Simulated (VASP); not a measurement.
OSZICAR of a VASP run on HfC (rock salt):

### OSZICAR
```
       N       E                     dE             d eps       ncg     rms          rms(c)
DAV:   1     0.109393954324E+03    0.10939E+03   -0.91554E+03  2296   0.155E+03
DAV:   2     0.294808371442E+02   -0.79913E+02   -0.75074E+02  3363   0.378E+02
DAV:   3     0.248444288036E+02   -0.46364E+01   -0.45049E+01  3539   0.670E+01
DAV:   4     0.247091931302E+02   -0.13524E+00   -0.13478E+00  3663   0.109E+01
DAV:   5     0.247071011885E+02   -0.20919E-02   -0.20896E-02  3504   0.114E+00    0.617E+01
DAV:   6     0.146792348588E+02   -0.10028E+02   -0.35802E+01  2661   0.529E+01    0.329E+01
DAV:   7     0.173456077727E+02    0.26664E+01   -0.26721E+00  2582   0.184E+01    0.221E+01
DAV:   8     0.147995397965E+02   -0.25461E+01   -0.28603E+00  2384   0.146E+01    0.351E+00
DAV:   9     0.271187188655E+02    0.12319E+02   -0.70998E+03  2288   0.734E+04    0.124E+00
DAV:  10     0.144673977758E+02   -0.12651E+02   -0.31630E+00  2300   0.255E+01    0.238E+00
DAV:  11     0.144407113930E+02   -0.26686E-01   -0.24781E-02  2951   0.153E+00    0.206E+00
DAV:  12     0.144622170274E+02    0.21506E-01   -0.14543E-02  2643   0.828E-01    0.105E+00
DAV:  13     0.144391843254E+02   -0.23033E-01   -0.71871E-03  2343   0.855E-01    0.336E-01
DAV:  14     0.144354527336E+02   -0.37316E-02   -0.28430E-03  2342   0.570E-01    0.194E-01
DAV:  15     0.144350309707E+02   -0.42176E-03   -0.35186E-04  2746   0.130E-01    0.184E-01
DAV:  16     0.144350242444E+02   -0.67262E-05   -0.11567E-04  2637   0.817E-02    0.331E-02
DAV:  17     0.144349709840E+02   -0.53260E-04   -0.32235E-05  2478   0.680E-02    0.177E-02
DAV:  18     0.144349728696E+02    0.18856E-05   -0.34625E-06  2805   0.166E-02    0.331E-02
DAV:  19     0.144349718088E+02   -0.10608E-05   -0.36688E-07  2584   0.679E-03    0.238E-02
DAV:  20     0.144349702800E+02   -0.15287E-05   -0.30422E-06  2675   0.124E-02    0.250E-03
DAV:  21     0.144349699971E+02   -0.28293E-06   -0.49820E-08  1236   0.256E-03    0.355E-03
DAV:  22     0.144349700765E+02    0.79412E-07   -0.38629E-08  1192   0.134E-03
   1 F= 0.14434970E+02 E0= 0.14435046E+02  d E =-.227238E-03
```

### Question
Which electronic solver shows in the log?

### Answer
It is blocked Davidson (ALGO = Normal, or the opening steps of other solvers). The INCAR had ALGO = Normal.

### Question
Can the final energy be trusted as converged?

### Answer
The calculation finished and met its thresholds. It stopped with EDIFF = 1E-7, NELM = 100 (revTPSS meta-GGA, plane waves, VASP's PBE PAW potentials (set 64)).

The compound is HfC in the rock salt structure. This cell is one point of a volume scan, at 1.06 of the reference volume.
